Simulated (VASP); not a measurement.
```
CELL_PARAMETERS angstrom
      4.52432     0.00000     0.00000
      0.00000     4.52432     0.00000
      0.00000     0.00000     6.33934
ATOMIC_POSITIONS crystal
  Mg 0.50000 0.50000 0.50000
  Cd 0.00000 0.00000 0.00000
  Te 0.00000 0.50000 0.25431
  Te 0.50000 0.00000 0.74569
```

These are LDA (Ceperley-Alder, Perdew-Zunger), VASP's LDA PAW potentials (set 64) (plane waves; VASP 6.6.1) values and carry that method's errors. Numerical set-up: 400 eV cut-off, 6×6×4 Γ-centred mesh, tetrahedra with Blöchl corrections, potentials Mg Cd Te.

Unless said otherwise, spin-orbit coupling is left out, though it shifts the bands of the heavy elements here.

### Question
What does the run give for the energy per atom (σ→0), band gap (on the k-mesh) with the smallest direct gap where there is one?

### Answer

```yaml
band gap (on the k-mesh): 1.47 eV
smallest direct gap (on the k-mesh): 1.47 eV
energy per atom (σ→0): -3.338 eV/atom
```

Total energies compare only between runs with the same potentials, cut-off and functional.

The structure comes from a computed database's MgCdTe2 entry (P-4m2); how it stands against other phases isn't given here. It was relaxed first, which changed the volume by -6 %.
